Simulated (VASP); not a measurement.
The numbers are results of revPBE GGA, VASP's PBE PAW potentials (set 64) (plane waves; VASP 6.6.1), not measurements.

VASP input:

**KPOINTS**
```
k-points along high-symmetry lines
10
Line-mode
Reciprocal
  0.000000   0.000000   0.000000 ! GAMMA
 -0.000000   0.500000   0.000000 ! M

 -0.000000   0.500000   0.000000 ! M
 -0.333333   0.666667   0.000000 ! K

 -0.333333   0.666667   0.000000 ! K
  0.000000   0.000000   0.000000 ! GAMMA

  0.000000   0.000000   0.000000 ! GAMMA
  0.000000   0.000000   0.500000 ! A

  0.000000   0.000000   0.500000 ! A
 -0.000000   0.500000   0.500000 ! L

 -0.000000   0.500000   0.500000 ! L
 -0.333333   0.666667   0.500000 ! H

 -0.333333   0.666667   0.500000 ! H
  0.000000   0.000000   0.500000 ! A

 -0.000000   0.500000   0.500000 ! L
 -0.000000   0.500000   0.000000 ! M

 -0.333333   0.666667   0.500000 ! H
 -0.333333   0.666667   0.000000 ! K
```

### INCAR
```
! general
SYSTEM  = ZnO
PREC    = Accurate
ENCUT   = 520
LREAL   = F
LASPH   = T
ICHARG  = 11

! electronic loop
EDIFF   = 1E-7
NELM    = 100
ALGO    = Normal
LMAXMIX = 4

! smearing
ISMEAR  = 0
SIGMA   = 0.05

! functional
GGA     = RE

! output
LWAVE   = F
LCHARG  = F
LORBIT  = 11
```

**POSCAR**
```
ZnO
10.6900320
  0.1551557465  -0.2687376796   0.0000000000
  0.1551557465   0.2687376796   0.0000000000
  0.0000000000   0.0000000000   0.5000000046
Zn O
2 2
Direct
  0.6666670000   0.3333330000   0.5009348263
  0.3333330000   0.6666670000   0.0009348263
  0.6666670000   0.3333330000   0.8810651737
  0.3333330000   0.6666670000   0.3810651737
```

POTCAR, in this order: Zn O (PBE.64 set). Program: vasp_std. Read from the step before: CHGCAR.

The resulting files:

OSZICAR:
```
       N       E                     dE             d eps       ncg     rms          rms(c)
DAV:   1     0.277702210817E+03    0.27770E+03   -0.18974E+04  3960   0.236E+03
DAV:   2     0.117864666706E+02   -0.26592E+03   -0.25608E+03  4254   0.442E+02
DAV:   3    -0.154935673407E+02   -0.27280E+02   -0.26869E+02  4770   0.144E+02
DAV:   4    -0.160205894371E+02   -0.52702E+00   -0.52631E+00  4302   0.210E+01
DAV:   5    -0.160253099642E+02   -0.47205E-02   -0.47202E-02  4662   0.173E+00
DAV:   6    -0.160253693423E+02   -0.59378E-04   -0.59377E-04  4320   0.163E-01
DAV:   7    -0.160253705672E+02   -0.12249E-05   -0.12249E-05  4644   0.198E-02
DAV:   8    -0.160253705968E+02   -0.29520E-07   -0.29524E-07  3674   0.259E-03
   1 F= -.16025371E+02 E0= -.16025371E+02  d E =-.209442E-16
```

OUTCAR:
```
 val. band max:        0.7550405267   @ k =  -0.0000   0.0000   0.0000

 cond. band min:       1.5069735929   @ k =   0.0000   0.0000   0.0000



 k-point     1 :       0.0000    0.0000    0.0000
  band No.  band energies     occupation
      1     -16.8837      2.00000
      2     -16.2714      2.00000
      3      -4.6385      2.00000
      4      -4.6385      2.00000
      5      -4.5893      2.00000
      6      -4.4692      2.00000
      7      -4.4692      2.00000
      8      -4.3566      2.00000
      9      -3.6413      2.00000
     10      -3.6413      2.00000
     11      -3.4625      2.00000
     12      -3.4625      2.00000
     13      -3.1975      2.00000
     14       0.0434      2.00000
     15       0.0434      2.00000
     16       0.6854      2.00000
     17       0.7550      2.00000
     18       0.7550      2.00000
     19       1.5070      0.00000
     20       5.7892      0.00000
     21       8.8164      0.00000
     22      13.3752      0.00000

 k-point     2 :       0.0000    0.0556    0.0000
  band No.  band energies     occupation
      1     -16.8688      2.00000
      2     -16.2646      2.00000
      3      -4.6545      2.00000
      4      -4.6293      2.00000
      5      -4.5780      2.00000
      6      -4.4702      2.00000
      7      -4.4565      2.00000
      8      -4.3372      2.00000
      9      -3.6474      2.00000
     10      -3.6424      2.00000
     11      -3.4612      2.00000
     12      -3.4467      2.00000
     13      -3.2006      2.00000
     14      -0.0663      2.00000
     15       0.0047      2.00000
     16       0.4856      2.00000
     17       0.6681      2.00000
     18       0.7345      2.00000
     19       1.8121      0.00000
     20       5.9166      0.00000
     21       8.8188      0.00000
     22      13.0248      0.00000

 k-point     3 :       0.0000    0.1111    0.0000
  band No.  band energies     occupation
      1     -16.8258      2.00000
      2     -16.2457      2.00000
...
```

The density is held fixed in this step, so its total energy and stress have no physical meaning.

The compound is ZnO in the wurtzite structure. It was relaxed first, which changed the volume by +7 %.
